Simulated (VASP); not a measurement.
# ZrIr2: accuracy against cost in the k-mesh and number of MPI ranks, part 3 of 3

How sensitive are energy and pressure of ZrIr2 to the k-mesh and number of MPI ranks? The series runs use r2SCAN. The start is a cell from a database of measured crystal structures.

VASP 6.6.1; r2SCAN; plane waves and PAW (Zr_sv, Ir).

Still holding for the runs below: The k-mesh is coarse for a metal.

So far. Step 8 (K-mesh: 10 10 10): Against the run before the energy moves by -1.71 meV an atom and the pressure by +0.02 GPa, after 15 cycles in 77 s. Step 10 (Number of MPI ranks: 1 ranks): The series starts at -43.2617 eV an atom and 3.75 GPa, after 15 cycles in 74 s.

## Step 11: Number of MPI ranks: 2 ranks (continued)

OUTCAR, selected parts (step 11):

```text
  Total        2.3314283      2.3314283      2.3314283     -0.0000000      0.0000000      0.0000000
  in kB       37.4917952     37.4917952     37.4917952     -0.0000000      0.0000000      0.0000000
  external PRESSURE =      37.4917952 kB  Pullay stress =       0.0000000 kB

 POSITION                                       TOTAL-FORCE (eV/Angst)
 -----------------------------------------------------------------------------------
      0.00000      0.00000      0.00000         0.000000     -0.000000      0.000000
      1.83975      1.83975      1.83975        -0.000000      0.000000     -0.000000
      4.59938      4.59938      4.59938         0.000000      0.000000     -0.000000
      4.59938      2.75963      2.75963         0.000000      0.000000     -0.000000
      2.75963      2.75963      4.59938         0.000000      0.000000     -0.000000
      2.75963      4.59938      2.75963         0.000000      0.000000     -0.000000
 -----------------------------------------------------------------------------------
    total drift:                                0.000000      0.000000      0.000000

  FREE ENERGIE OF THE ION-ELECTRON SYSTEM (eV)
  ---------------------------------------------------
  free  energy   TOTEN  =      -259.5854009467 eV

  energy  without entropy=     -259.5545259513  energy(sigma->0) =     -259.56996345

[... 2 parts as in an earlier step ...]

[... 1 further part left out ...]
[key lines of the parts left out:]
E-fermi :  10.1659
```

Against the first of the series the energy stays within 0.01 meV an atom and the pressure within 0.01 GPa, after 15 cycles in 44 s.

## Step 12: Number of MPI ranks: 4 ranks

INCAR reads:

```
SYSTEM = ZrIr2
PREC = Accurate
ENCUT = 400
EDIFF = 1E-06
NELM = 100
ISMEAR = -1
SIGMA = 0.05
LREAL = .FALSE.
ALGO = Normal
METAGGA = R2SCAN
LASPH = .TRUE.
NBANDS = 37
LORBIT = 11
LWAVE = .FALSE.
LCHARG = .FALSE.
KPAR = 4
ISIF = 2
```

POSCAR reads:

```
ZrIr2
1.0
    0.0000000000      3.6795000000      3.6795000000
    3.6795000000      0.0000000000      3.6795000000
    3.6795000000      3.6795000000      0.0000000000
Zr Ir
2 4
Direct
    0.0000000000      0.0000000000      0.0000000000
    0.2500000000      0.2500000000      0.2500000000
    0.6250000000      0.6250000000      0.6250000000
    0.1250000000      0.6250000000      0.6250000000
    0.6250000000      0.6250000000      0.1250000000
    0.6250000000      0.1250000000      0.6250000000
```

KPOINTS reads:

```
Automatic mesh
0
Gamma
5 5 5
0 0 0
```

PAW data sets: Zr_sv and Ir (PBE family, release 64).

Started as:

```bash
> mpirun -np 4 vasp_std
```

What it wrote:

```text
[banner, memory and clock lines left out]
running    4 mpi-ranks, on    1 nodes
[...]
[... a notice as in an earlier step ...]

 LDA part: xc-table for (None), standard interpolation
 POSCAR, INCAR and KPOINTS ok, starting setup
[...]
entering main loop
       N       E                     dE             d eps       ncg     rms          rms(c)
[... 11 cycles as in an earlier step ...]
DAV:  12    -0.259585394146E+03   -0.80691E-04   -0.76399E-04  1091   0.162E-01    0.380E-02
DAV:  13    -0.259585404299E+03   -0.10153E-04   -0.12738E-04   992   0.631E-02    0.940E-03
DAV:  14    -0.259585400535E+03    0.37646E-05   -0.92156E-06  1078   0.184E-02    0.352E-03
DAV:  15    -0.259585400946E+03   -0.41142E-06   -0.57467E-07   528   0.532E-03
   1 F= -.25958540E+03 E0= -.25956996E+03  d E =-.308750E-01
```

It took 37 s on 4 MPI ranks of Intel Xeon 6975P-C (Granite Rapids), shared host; peak memory 0.84 GiB.

OUTCAR, selected parts (step 12):

```text
  Total        2.3314283      2.3314283      2.3314283      0.0000000      0.0000000      0.0000000
  in kB       37.4917952     37.4917952     37.4917952      0.0000000      0.0000000      0.0000000
  external PRESSURE =      37.4917952 kB  Pullay stress =       0.0000000 kB

 POSITION                                       TOTAL-FORCE (eV/Angst)
 -----------------------------------------------------------------------------------
      0.00000      0.00000      0.00000        -0.000000     -0.000000     -0.000000
      1.83975      1.83975      1.83975         0.000000      0.000000      0.000000
      4.59938      4.59938      4.59938        -0.000000     -0.000000     -0.000000
      4.59938      2.75963      2.75963         0.000000     -0.000000     -0.000000
      2.75963      2.75963      4.59938        -0.000000     -0.000000     -0.000000
      2.75963      4.59938      2.75963         0.000000     -0.000000     -0.000000
 -----------------------------------------------------------------------------------
    total drift:                                0.000000      0.000000      0.000000

  FREE ENERGIE OF THE ION-ELECTRON SYSTEM (eV)
  ---------------------------------------------------
  free  energy   TOTEN  =      -259.5854009463 eV

  energy  without entropy=     -259.5545259509  energy(sigma->0) =     -259.56996345

[... 2 parts as in an earlier step ...]

[... 1 further part left out ...]
[key lines of the parts left out:]
E-fermi :  10.1659
```

Against the first of the series the energy stays within 0.01 meV an atom and the pressure within 0.01 GPa, after 15 cycles in 37 s.

## Step 13: Number of MPI ranks: 8 ranks

INCAR, as its differences from that of step 12:

```diff
@@ -15,3 +15,3 @@
 LCHARG = .FALSE.
-KPAR = 4
+KPAR = 8
 ISIF = 2
```

POSCAR is that of step 12.

KPOINTS is that of step 12.

Started as:

```bash
> mpirun -np 8 vasp_std
```

What it wrote:

```text
[... set-up lines as in an earlier step ...]
 entering main loop
       N       E                     dE             d eps       ncg     rms          rms(c)
[... 15 cycles as in an earlier step ...]
   1 F= -.25958540E+03 E0= -.25956996E+03  d E =-.308750E-01
```

Elapsed: 35 s, on 8 MPI ranks; peak memory 1.7 GiB.

From OUTCAR (step 13):

```text
[... 6 parts as in an earlier step ...]

[... 1 further part left out ...]
[key lines of the parts left out:]
E-fermi :  10.1659
```

Against the first of the series the energy stays within 0.01 meV an atom and the pressure within 0.01 GPa, after 15 cycles in 35 s.

## Step 14: The number of MPI ranks series as a table

This step: convergence of r2SCAN results with the layout; plane waves and PAW (VASP 6.6.1).

No new run; the numbers come from the runs before.

Differences are taken from the run with 1 ranks. Results of the series, by row:

```
setting     status  energy less the reference (meV/atom)  pressure (GPa)  SCF cycles  wall time (s)
1 ranks  converged                                     0           3.749          15             74
2 ranks  converged                                     0           3.749          15             44
4 ranks  converged                                     0           3.749          15             37
8 ranks  converged                                     0           3.749          15             35
```

## Step 15: Outcome

| Property | Result |
| --- | --- |
| k-mesh from which the energy stays within 10 meV/atom of the reference | 3 3 3 |
| k-mesh from which the energy stays within 1 meV/atom of the reference | none before the reference itself |
| k-mesh from which the pressure stays within 0.2 GPa of the reference | 4 4 4 |
| spread of the pressure over the k-mesh | 1.98 GPa |
| spread of the energy over the k-mesh | 63.6 meV/atom |
| wall time from fewest to most ranks | 74 s to 35 s |

No run before the reference (10 10 10) settles within 1 meV an atom of it; the nearest step is off by +1.7 meV an atom, -0.02 GPa. The pressure holds within 0.2 GPa from 4 4 4 on. The energy swings above and below the reference, since the sum over k-points is not variational. A metal's Fermi surface slows this convergence. On 8 ranks the run uses the cores at 26 % of the efficiency of 1. Differences are taken from the run with 10 10 10, which is itself not the exact limit. Going from 1 ranks to 8 ranks shortens the run by a factor of 2.1; on a shared host such times are rough. Forces vanish by symmetry in this cell, so the series can't test them. The run at 2 2 2 is over 30 meV an atom or 2 GPa off and describes the material poorly.

[Lines on the potential files, build, host, timing and source positions are cut from VASP's logs without a mark.]

[Logs are printed without paths, hosts, clocks, repeated set-up lines and the standing remarks that a program may print on its own settings, such as how far it seeks lower states.]

[Hosts, paths, dates, database ids (printed as entryN), source tags and the programs' standing remarks are cut or masked in the printed files.]

[A measured line is paired with the nearest computed mode of its activity, which favours agreement.]
